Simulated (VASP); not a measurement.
Consider the following.

```xyz
4
Lattice="2.8905 0.0000 0.0000 0.0000 2.8905 0.0000 0.0000 0.0000 5.1163" Properties=species:S:1:pos:R:3 pbc="T T T"
Cu     0.0000     1.4452     0.0000
Cu     1.4452     0.0000     2.5581
O      0.0000     0.0000     1.2791
O      0.0000     2.8905     3.8372
```

Computed with PBEsol GGA, VASP's PBE PAW potentials (set 64) (plane waves; VASP 6.6.1). Run with 520 eV cut-off, Gaussian smearing of 0.050 eV, potentials Cu O.

### Question
Estimate the band gap (along the path) with the smallest direct gap where there is one.

### Answer

| Property | Value |
|---|---|
| band gap (along the path) | none (metal, semimetal or under 0.01 eV) |

Only differences to runs with the same potentials and settings are physical.

The structure was generated: CuO was put into the PtS type (P4_2/mmc), which need not be its known phase. It was relaxed first, which changed the volume by +35 %.
